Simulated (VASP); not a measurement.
# LaSi3Ir: structure and properties in VASP, part 2 of 2

Aim: relax LaSi3Ir with r2SCAN, compute its properties on that cell and hold them against experiment. The start is a cell from a database of measured crystal structures.

VASP 6.6.1; r2SCAN; plane waves and PAW (La, Si, Ir).

So far. Step 4 (Band structure (r2SCAN)): There is no gap at this level. Step 5 (Density of states (r2SCAN)): The finer mesh and the other smearing move the Fermi level by -0.07 eV from the 6×6×6 run, one measure of the sampling error in the zero of the bands above. Of the states within 0.3 eV of the Fermi level, the largest shares in the PAW spheres are Ir d 16 %, Si p 15 % and Ir p 8 %. The rest lies in smaller channels or between the spheres.

**6. Zone-centre phonons (r2SCAN)**

Zone-centre modes test whether the atoms sit at a minimum within this cell. IBRION = 6 takes the force constants from differences of forces between displaced cells, so the forces must be tight.

The input, INCAR:

```
SYSTEM = LaSi3Ir
PREC = Accurate
ENCUT = 400
EDIFF = 1E-08
NELM = 100
ISMEAR = 1
SIGMA = 0.2
LREAL = .FALSE.
ALGO = Normal
METAGGA = R2SCAN
LASPH = .TRUE.
NBANDS = 22
LORBIT = 11
LWAVE = .FALSE.
LCHARG = .FALSE.
KPAR = 4
IBRION = 6
NFREE = 2
POTIM = 0.015
ISIF = 2
NSW = 1
```

The input, POSCAR:

```
LaSi3Ir
1.0
   -2.1422144909      2.1422144909      4.9392675698
    2.1422144909     -2.1422144909      4.9392675698
    2.1422144909      2.1422144909     -4.9392675698
La Si Ir
1 3 1
Direct
    0.9987465008      0.9987465008      0.0000000000
    0.7620449503      0.2620449503      0.5000000000
    0.2620449503      0.7620449503      0.5000000000
    0.4128039987      0.4128039987      0.0000000000
    0.6538596000      0.6538596000      0.0000000000
```

The input, KPOINTS:

```
Automatic mesh
0
Gamma
10 10 10
0 0 0
```

The projector-augmented-wave data sets are La, Si and Ir (PBE family, release 64).

Run with:

```sh
> mpirun -np 4 vasp_std
```

The job ended after 81 min (4 MPI ranks of Intel Xeon 6975P-C (Granite Rapids), shared host; peak memory 3.3 GiB; 4.3 h of CPU time).

The last energy, forces, stress and levels in OUTCAR belong to the last displaced cell, not to the cell of POSCAR.

This step gave:

- bands: 22
- irreducible k-points: 102
- pressure of the cell: 0.1138 GPa
- largest force of the cell: 0.06592 eV/Å

The modes at Γ (shares of kinetic energy by element, %):

| mode | frequency (cm⁻¹) | symmetry | La % | Si % | Ir % |
| --- | --- | --- | --- | --- | --- |
| 1 | -0.5 | acoustic | 34 | 20 | 46 |
| 2 | -0.1 | acoustic | 33 | 20 | 46 |
| 3 | -0.1 | acoustic | 33 | 20 | 46 |
| 4 | 114.9 | E | 57 | 4 | 38 |
| 5 | 114.9 | E | 57 | 4 | 38 |
| 6 | 130.2 | A1 | 62 | 4 | 34 |
| 7 | 159.2 | E | 4 | 90 | 6 |
| 8 | 159.2 | E | 4 | 90 | 6 |
| 9 | 271.4 | E | 5 | 94 | 1 |
| 10 | 271.4 | E | 5 | 94 | 1 |
| 11 | 294.3 | B | 0 | 100 | 0 |
| 12 | 302.9 | A1 | 2 | 77 | 20 |
| 13 | 370.4 | E | 0 | 91 | 9 |
| 14 | 370.4 | E | 0 | 91 | 9 |
| 15 | 379.6 | A1 | 1 | 98 | 0 |

Displacements in mode 5 (114.9 cm⁻¹), the largest set to 1:
```
La1 -0.57  1.00  0.00
Si2  0.29 -0.01  0.00
Si3  0.01 -0.52  0.00
Si4 -0.19  0.33  0.00
Ir5  0.39 -0.69  0.00
```

Displacements in mode 15 (379.6 cm⁻¹), the largest set to 1:
```
La1  0.00  0.00  0.07
Si2  0.00  0.00 -0.59
Si3  0.00  0.00 -0.59
Si4  0.00  0.00  1.00
Ir5  0.00  0.00 -0.02
```

The three acoustic modes lie within 0.5 cm⁻¹ of zero, and all others are real. By the characters of their eigenvectors the optical modes sort into (cm⁻¹) Raman active: E 115, A1 130, E 159, E 271, B 294, A1 303, E 370, A1 380; infrared active: E 115, A1 130, E 159, E 271, A1 303, E 370, A1 380. B labels carry no number here, since it depends on the setting of the axes.

**7. Volume scan with r2SCAN**

An equation of state needs energies on both sides of the minimum, all on one mesh and cutoff.

The input, INCAR:

```
SYSTEM = LaSi3Ir
PREC = Accurate
ENCUT = 400
EDIFF = 1E-06
NELM = 100
ISMEAR = 0
SIGMA = 0.05
LREAL = .FALSE.
ALGO = Normal
METAGGA = R2SCAN
LASPH = .TRUE.
NBANDS = 22
LORBIT = 11
LWAVE = .FALSE.
LCHARG = .FALSE.
KPAR = 4
ISIF = 2
```

POSCAR: that of step 6 with these lines changed.

```diff
@@ -2,5 +2,5 @@
 1.0
-   -2.1422144909      2.1422144909      4.9392675698
-    2.1422144909     -2.1422144909      4.9392675698
-    2.1422144909      2.1422144909     -4.9392675698
+   -2.0984835572      2.0984835572      4.8384378986
+    2.0984835572     -2.0984835572      4.8384378986
+    2.0984835572      2.0984835572     -4.8384378986
 La Si Ir
```

The input, KPOINTS:

```
Automatic mesh
0
Gamma
6 6 6
0 0 0
```

Run with:

```sh
> mpirun -np 4 vasp_std
```

The job ended after 83 s (4 MPI ranks; peak memory 1.1 GiB).

The scan keeps the cell's shape and the fractional positions fixed.

This step gave:

| Item | Value |
| --- | --- |
| SCF cycles | 20 |
| irreducible k-points | 30 |
| free energy (TOTEN) | -112.7670 eV |
| energy at zero smearing | -112.7657 eV |
| Fermi energy | 10.35 eV |
| pressure | 9.903 GPa |

Force by atom:

| atom | x (eV/Å) | y (eV/Å) | z (eV/Å) | size |
| --- | --- | --- | --- | --- |
| La1 | 0.000 | 0.000 | 0.098 | 0.098 |
| Si2 | 0.000 | 0.000 | 0.286 | 0.286 |
| Si3 | 0.000 | 0.000 | 0.286 | 0.286 |
| Si4 | 0.000 | 0.000 | -0.329 | 0.329 |
| Ir5 | 0.000 | 0.000 | -0.341 | 0.341 |

The pressure here is 9.90 GPa.

**8. Volume scan with r2SCAN (run 2)**

INCAR is that of step 7.

POSCAR: that of step 7 with these lines changed.

```diff
@@ -2,5 +2,5 @@
 1.0
-   -2.0984835572      2.0984835572      4.8384378986
-    2.0984835572     -2.0984835572      4.8384378986
-    2.0984835572      2.0984835572     -4.8384378986
+   -2.1132620973      2.1132620973      4.8725125276
+    2.1132620973     -2.1132620973      4.8725125276
+    2.1132620973      2.1132620973     -4.8725125276
 La Si Ir
```

KPOINTS is that of step 7.

Run with:

```sh
> mpirun -np 4 vasp_std
```

The job ended after 67 s (4 MPI ranks; peak memory 1.1 GiB).

Numbers from this step:

```
SCF cycles              : 16
free energy (TOTEN)     : -112.8586 eV
energy at zero smearing : -112.8571 eV
Fermi energy            : 10.08 eV
pressure                : 6.264 GPa
```

Force by atom:

| atom | x (eV/Å) | y (eV/Å) | z (eV/Å) | size |
| --- | --- | --- | --- | --- |
| La1 | 0.000 | 0.000 | 0.062 | 0.062 |
| Si2 | 0.000 | 0.000 | 0.181 | 0.181 |
| Si3 | 0.000 | 0.000 | 0.181 | 0.181 |
| Si4 | 0.000 | 0.000 | -0.206 | 0.206 |
| Ir5 | 0.000 | 0.000 | -0.218 | 0.218 |

The pressure falls from 9.90 to 6.26 GPa.

The run ends at a pressure of 6.26 GPa, with forces up to 0.22 eV/Å.

**9. Volume scan with r2SCAN (run 3)**

INCAR is that of step 8.

POSCAR: that of step 8 with these lines changed.

```diff
@@ -2,5 +2,5 @@
 1.0
-   -2.1132620973      2.1132620973      4.8725125276
-    2.1132620973     -2.1132620973      4.8725125276
-    2.1132620973      2.1132620973     -4.8725125276
+   -2.1278367792      2.1278367792      4.9061171242
+    2.1278367792     -2.1278367792      4.9061171242
+    2.1278367792      2.1278367792     -4.9061171242
 La Si Ir
```

KPOINTS is that of step 8.

Run with:

```sh
> mpirun -np 4 vasp_std
```

It took 64 s on 4 MPI ranks; peak memory 1.1 GiB; 3.4 min of CPU time.

The pressure falls from 6.26 to 2.95 GPa.

The run ends at a pressure of 2.95 GPa, with forces up to 0.10 eV/Å.

**10. Volume scan with r2SCAN (run 4)**

INCAR is that of step 9.

POSCAR: that of step 9 with these lines changed.

```diff
@@ -2,5 +2,5 @@
 1.0
-   -2.1278367792      2.1278367792      4.9061171242
-    2.1278367792     -2.1278367792      4.9061171242
-    2.1278367792      2.1278367792     -4.9061171242
+   -2.1422144909      2.1422144909      4.9392675698
+    2.1422144909     -2.1422144909      4.9392675698
+    2.1422144909      2.1422144909     -4.9392675698
 La Si Ir
```

KPOINTS is that of step 9.

Run with:

```sh
> mpirun -np 4 vasp_std
```

The job ended after 2.1 min (4 MPI ranks; peak memory 1.1 GiB).

The pressure falls from 2.95 to -0.03 GPa.

The run ends at a pressure of -0.03 GPa, with forces up to 0.011 eV/Å.

**11. Volume scan with r2SCAN (run 5)**

INCAR is that of step 10.

POSCAR: that of step 10 with these lines changed.

```diff
@@ -2,5 +2,5 @@
 1.0
-   -2.1422144909      2.1422144909      4.9392675698
-    2.1422144909     -2.1422144909      4.9392675698
-    2.1422144909      2.1422144909     -4.9392675698
+   -2.1564017553      2.1564017553      4.9719789044
+    2.1564017553     -2.1564017553      4.9719789044
+    2.1564017553      2.1564017553     -4.9719789044
 La Si Ir
```

KPOINTS is that of step 10.

Run with:

```sh
> mpirun -np 4 vasp_std
```

Elapsed: 58 s, on 4 MPI ranks; peak memory 1.1 GiB; 3.3 min of CPU time.

The pressure falls from -0.03 to -2.69 GPa.

The run ends at a pressure of -2.69 GPa, with forces up to 0.11 eV/Å.

**12. Volume scan with r2SCAN (run 6)**

INCAR is that of step 11.

POSCAR: that of step 11 with these lines changed.

```diff
@@ -2,5 +2,5 @@
 1.0
-   -2.1564017553      2.1564017553      4.9719789044
-    2.1564017553     -2.1564017553      4.9719789044
-    2.1564017553      2.1564017553     -4.9719789044
+   -2.1704047565      2.1704047565      5.0042653863
+    2.1704047565     -2.1704047565      5.0042653863
+    2.1704047565      2.1704047565     -5.0042653863
 La Si Ir
```

KPOINTS is that of step 11.

Run with:

```sh
> mpirun -np 4 vasp_std
```

Elapsed: 49 s, on 4 MPI ranks; peak memory 1.1 GiB.

The pressure falls from -2.69 to -5.09 GPa.

The run ends at a pressure of -5.09 GPa, with forces up to 0.21 eV/Å.

**13. Volume scan with r2SCAN (run 7)**

A prediction first. A parabola through the 6 pressures of evenly scaled cells so far, P = -0.02 -141.3 t +309 t² GPa with t = ln(V/V₁) and V₁ the volume at scale 1, gives -7.21 GPa at t = +0.0583.

INCAR is that of step 12.

POSCAR: that of step 12 with these lines changed.

```diff
@@ -2,5 +2,5 @@
 1.0
-   -2.1704047565      2.1704047565      5.0042653863
-    2.1704047565     -2.1704047565      5.0042653863
-    2.1704047565      2.1704047565     -5.0042653863
+   -2.1842293633      2.1842293633      5.0361405475
+    2.1842293633     -2.1842293633      5.0361405475
+    2.1842293633      2.1842293633     -5.0361405475
 La Si Ir
```

KPOINTS is that of step 12.

Run with:

```sh
> mpirun -np 4 vasp_std
```

Elapsed: 49 s, on 4 MPI ranks; peak memory 1.1 GiB.

The pressure falls from -5.09 to -7.24 GPa. The parabola predicted -7.21 GPa, +0.03 GPa off.

**14. The series together**

Times are for 4 MPI ranks of Intel Xeon 6975P-C (Granite Rapids), shared host. Results by setting:

```csv
no.,volume scale,energy above the lowest point (meV/atom),pressure (GPa),time,memory (GiB)
1,0.94,31.92,9.903,83 s,1.1
2,0.96,13.63,6.264,67 s,1.1
3,0.98,3.27,2.952,64 s,1.1
4,1,0,-0.02738,2.1 min,1.1
5,1.02,3.11,-2.693,58 s,1.1
6,1.04,11.95,-5.094,49 s,1.1
7,1.06,25.93,-7.242,49 s,1.1
```

**15. Fit for r2SCAN**

This step: Birch-Murnaghan fit, r2SCAN; plane waves and PAW (VASP 6.6.1).

No new run; the numbers come from the runs before.

Numbers from this step:

| Quantity | Value |
| --- | --- |
| pressure derivative of the bulk modulus | 4.381 |
| r.m.s. error of the fit | 6.96e-7 eV/atom |
| minimum inside the sampled range | yes |
| bulk modulus | 140.8 GPa |
| equilibrium volume of the fit | 18.13 Å³/atom |

The energy above the fitted minimum by volume:

```
volume (Å³/atom)  energy above the fitted minimum (eV/atom)
          17.045                                     0.0319
          17.408                                     0.0136
          17.771                                    0.00327
          18.133                                     3.8e-7
          18.496                                    0.00311
          18.859                                     0.0120
          19.221                                     0.0259
```

The fitted volume lies -0.01 % from the relaxed one. The atoms bear forces along the scan, since they were held; freeing them would lower the modulus.

**16. Total energy, forces and stress (r2SCAN), changed input**

This step: r2SCAN; plane waves and PAW (La, Si, Ir) (VASP 6.6.1).

A single point gives energy, forces and stress at these settings. Some settings are moved from the usual, to see what they do.

INCAR: that of step 13 with these lines changed.

```diff
@@ -5,4 +5,4 @@
 NELM = 100
-ISMEAR = 0
-SIGMA = 0.05
+ISMEAR = 2
+SIGMA = 0.2
 LREAL = .FALSE.
```

POSCAR: that of step 13 with these lines changed.

```diff
@@ -2,5 +2,5 @@
 1.0
-   -2.1842293633      2.1842293633      5.0361405475
-    2.1842293633     -2.1842293633      5.0361405475
-    2.1842293633      2.1842293633     -5.0361405475
+   -2.1422144909      2.1422144909      4.9392675698
+    2.1422144909     -2.1422144909      4.9392675698
+    2.1422144909      2.1422144909     -4.9392675698
 La Si Ir
```

KPOINTS is that of step 13.

Run with:

```sh
> mpirun -np 4 vasp_std
```

The job ended after 76 s (4 MPI ranks; peak memory 1.1 GiB).

This step gave:

```yaml
scf_cycles: 24
free_energy_toten: -112.9272 eV
energy_at_zero_smearing: -112.9266 eV
fermi_energy: 9.565 eV
pressure: -0.03431 GPa
```

Against the sound run “volume scan with r2SCAN”, the energy at zero smearing moves by -0.3 meV an atom, the pressure by -0.01 GPa and the Fermi level by +0.01 eV.

**17. What came out**

```json
{
 "relaxed volume": "18.13 Å³/atom",
 "relaxed conventional cell a, b, c": "4.284, 4.284, 9.879 Å",
 "space group after relaxing, within 0.02 Å": "I4mm (No. 107)",
 "band gap": "none, a metal",
 "DOS at the Fermi level": "1.34 states/eV/cell",
 "highest zone-centre mode": "380 cm⁻¹",
 "bulk modulus from the fit": "141 GPa",
 "volume from the fit": "18.1 Å³/atom"
}
```

**Reading.** With r2SCAN, LaSi3Ir relaxes to 18.13 Å³/atom in space group I4mm (held by the symmetry of the run), comes out as a metal and has a bulk modulus of 141 GPa at fixed shape and positions, an upper bound. Against the listed cell the volume lies +0.8 % (a +0.2 %, c +0.5 %). Band structure (r2SCAN): Of the bands kept, 3 cross the Fermi level on this path. Zone-centre phonons (r2SCAN): The highest mode in this list at Γ, 379.6 cm⁻¹, is mostly motion of Si (98 % of the kinetic energy). Spin-orbit coupling is left out, and with elements this heavy it would split and shift bands near the Fermi level. The k-sampling is coarse for a metal, so the Fermi level, pressures and the shape of the cell carry errors. Modes at Γ alone can't show that the crystal is stable at other wave vectors. No search among competing phases was made, and a listed structure need not be the one stable at ambient conditions. All values are for a static lattice at zero temperature.

Calculation against experiment:

```
              quantity  measured          r2SCAN
lattice constant a (Å)    4.2784  4.284 (+0.1 %)
lattice constant c (Å)    9.8308  9.879 (+0.5 %)
```

Measured values from arxiv:1407.6680 (2014).

How well it matches: The lattice constant a is off by +0.1 %: good agreement. The lattice constant c is off by +0.5 %: good agreement. The grades are ours: good and fair within 0.7 and 1.5 % for the lattice constant a and 0.8 and 2 % for the lattice constant c. Zero-point motion and thermal expansion (measured at up to 300 K) are not in the computed lattice constants.

[Lines on the potential files, build, host, timing and source positions are cut from VASP's logs without a mark.]

[Logs are printed without paths, hosts, clocks, repeated set-up lines and the standing remarks that a program may print on its own settings, such as how far it seeks lower states.]

[Hosts, paths, dates, database ids (printed as entryN), source tags and the programs' standing remarks are cut or masked in the printed files.]

[A measured line is paired with the nearest computed mode of its activity, which favours agreement.]
